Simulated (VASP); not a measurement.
Given:

```xyz
2
Lattice="0.0000 2.3150 2.3150 2.3150 0.0000 2.3150 2.3150 2.3150 0.0000" Properties=species:S:1:pos:R:3 pbc="T T T"
Na     0.0000     0.0000     0.0000
F      2.3150     2.3150     2.3150
```

Computed with G0W0 on PBE orbitals, VASP's PBE PAW potentials (set 64) (plane waves; VASP). Numerical set-up: PREC = Normal, 500 eV cut-off, 4×4×4 Γ-centred mesh, Gaussian smearing of 0.010 eV, potentials Na_sv_GW F_GW_new.

The mesh is coarse and the basis finite, so the quasiparticle values are not converged.

NBANDS = 160, ENCUTGW = 200 eV, NOMEGA = 64. The PBE levels (eV) that the step starts from are:

| state | KS energy | filling |
|---|---|---|
| k1 (0.00, 0.00, 0.00), band 5 | -20.72 | 2 |
| k1 (0.00, 0.00, 0.00), band 6 | -1.77 | 2 |
| k1 (0.00, 0.00, 0.00), band 7 | -1.77 | 2 |
| k1 (0.00, 0.00, 0.00), band 8 | -1.77 | 2 |
| k1 (0.00, 0.00, 0.00), band 9 | 4.55 | 0 |
| k1 (0.00, 0.00, 0.00), band 10 | 17.22 | 0 |
| k1 (0.00, 0.00, 0.00), band 11 | 17.22 | 0 |
| k1 (0.00, 0.00, 0.00), band 12 | 17.22 | 0 |
| k2 (0.25, 0.00, 0.00), band 5 | -20.22 | 2 |
| k2 (0.25, 0.00, 0.00), band 6 | -2.67 | 2 |
| k2 (0.25, 0.00, 0.00), band 7 | -1.91 | 2 |
| k2 (0.25, 0.00, 0.00), band 8 | -1.91 | 2 |
| k2 (0.25, 0.00, 0.00), band 9 | 6.42 | 0 |
| k2 (0.25, 0.00, 0.00), band 10 | 13.41 | 0 |
| k2 (0.25, 0.00, 0.00), band 11 | 17.99 | 0 |
| k2 (0.25, 0.00, 0.00), band 12 | 17.99 | 0 |
| k4 (0.25, 0.25, 0.00), band 5 | -20.30 | 2 |
| k4 (0.25, 0.25, 0.00), band 6 | -2.68 | 2 |
| k4 (0.25, 0.25, 0.00), band 7 | -1.99 | 2 |
| k4 (0.25, 0.25, 0.00), band 8 | -1.99 | 2 |
| k4 (0.25, 0.25, 0.00), band 9 | 6.98 | 0 |
| k4 (0.25, 0.25, 0.00), band 10 | 13.25 | 0 |
| k4 (0.25, 0.25, 0.00), band 11 | 17.38 | 0 |
| k4 (0.25, 0.25, 0.00), band 12 | 17.66 | 0 |

Q: Give the quasiparticle energies and renormalisation factors Z.

A: 
| state | QP energy (eV) | Z |
|---|---|---|
| k1 (0.00, 0.00, 0.00), band 5 | -26.99 | 0.84 |
| k1 (0.00, 0.00, 0.00), band 6 | -4.67 | 0.80 |
| k1 (0.00, 0.00, 0.00), band 7 | -4.67 | 0.80 |
| k1 (0.00, 0.00, 0.00), band 8 | -4.67 | 0.80 |
| k1 (0.00, 0.00, 0.00), band 9 | 6.06 | 0.89 |
| k1 (0.00, 0.00, 0.00), band 10 | 18.75 | 0.88 |
| k1 (0.00, 0.00, 0.00), band 11 | 18.75 | 0.88 |
| k1 (0.00, 0.00, 0.00), band 12 | 18.75 | 0.88 |
| k2 (0.25, 0.00, 0.00), band 5 | -25.39 | 0.79 |
| k2 (0.25, 0.00, 0.00), band 6 | -5.71 | 0.80 |
| k2 (0.25, 0.00, 0.00), band 7 | -4.83 | 0.79 |
| k2 (0.25, 0.00, 0.00), band 8 | -4.83 | 0.79 |
| k2 (0.25, 0.00, 0.00), band 9 | 8.07 | 0.88 |
| k2 (0.25, 0.00, 0.00), band 10 | 14.94 | 0.87 |
| k2 (0.25, 0.00, 0.00), band 11 | 19.68 | 0.87 |
| k2 (0.25, 0.00, 0.00), band 12 | 19.68 | 0.87 |
| k4 (0.25, 0.25, 0.00), band 5 | -25.44 | 0.79 |
| k4 (0.25, 0.25, 0.00), band 6 | -5.72 | 0.79 |
| k4 (0.25, 0.25, 0.00), band 7 | -4.94 | 0.79 |
| k4 (0.25, 0.25, 0.00), band 8 | -4.94 | 0.79 |
| k4 (0.25, 0.25, 0.00), band 9 | 8.71 | 0.88 |
| k4 (0.25, 0.25, 0.00), band 10 | 14.50 | 0.88 |
| k4 (0.25, 0.25, 0.00), band 11 | 19.39 | 0.87 |
| k4 (0.25, 0.25, 0.00), band 12 | 19.56 | 0.86 |
On the mesh the gap opens from 6.33 to 10.74 eV.

The compound is NaF in the rock salt structure. The cell was not relaxed at this level. The k-mesh is coarse (spacing up to 0.59 per Å, 2π included), so the numbers may not be converged in it.
